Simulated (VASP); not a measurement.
Here is a VASP 6.6.1 calculation.

The input INCAR:

```
SYSTEM = H14CO8
  ALGO = Normal
  EDIFF = 1E-6
  ENCUT = 520
  GGA = PE
  ISIF = 2
  ISMEAR = -1
  IVDW = 12
  LASPH = .True.
  LCHARG = .True.
  LELF = .True.
  LREAL = Auto
  LVHAR = .True.
  LWAVE = .False.
  NBANDS = 50
  NELM = 100
  PREC = Accurate
  SIGMA = 0.02
```

File KPOINTS:

```
k-points
0
Gamma
  1 1 1
  0 0 0
```

File POSCAR:

```
H14CO8
1.0
    6.2402510000      0.0000000000      0.0000000000
    0.0000000000      6.2402510000      0.0000000000
    0.0000000000      0.0000000000      6.2402510000
O H C
8 14 1
Direct
    0.4872560415      0.6957893200      0.8109609694
   -0.1547854405      0.9044988735      0.8597891335
    0.7549536068      0.2692199400      0.4058330346
    0.1769640356      0.5376546552      0.5348342559
    0.7879009995      0.5798003958      0.1388565941
    0.9191777703      0.3154039797      0.7977403473
    0.5012779133      0.0730259087      0.0959897286
    0.2189174762      0.1069027512      0.3341852756
    0.4965184894      0.6311925594      0.9543686624
    0.4160089073      0.5935498428      0.7289770876
   -0.1140338746      1.0597009640      0.8313607898
   -0.2987540085      0.8704457561      0.8044708458
    0.7592643309      0.4052881847      0.3217819283
    0.8995471496      0.2156163270      0.3793437155
    0.0843395562      0.6345898586      0.4538118739
    0.1819157595      0.3998717359      0.4523055242
    0.8226431918      0.7183044400      0.0624494111
    0.8303191650      0.4819197177      0.0196145956
    1.0108086998      0.4074515592      0.7100996418
    0.8089578448      0.2990745084      0.6918952459
    0.6009854411      0.1086014008      0.2322021983
    0.1991746806      0.0265053441      0.0038620241
    0.2912543101      0.0668082101      0.1518208162
```

Potentials or basis: VASP PAW PBE potentials, release 64 (O, H, C).

Run with:

```sh
$ cat potpaw_PBE.64/O/POTCAR potpaw_PBE.64/H/POTCAR potpaw_PBE.64/C/POTCAR > POTCAR
$ mpirun -np 1 vasp_gam > vasp.out
```

(1) Predict the pressure.

(2) Estimate the largest force.

## Answers

(1) -0.2 GPa.

(2) 2.640 eV/Å.

Caveat: the standard files for N, O and F lose accuracy on very short bonds.
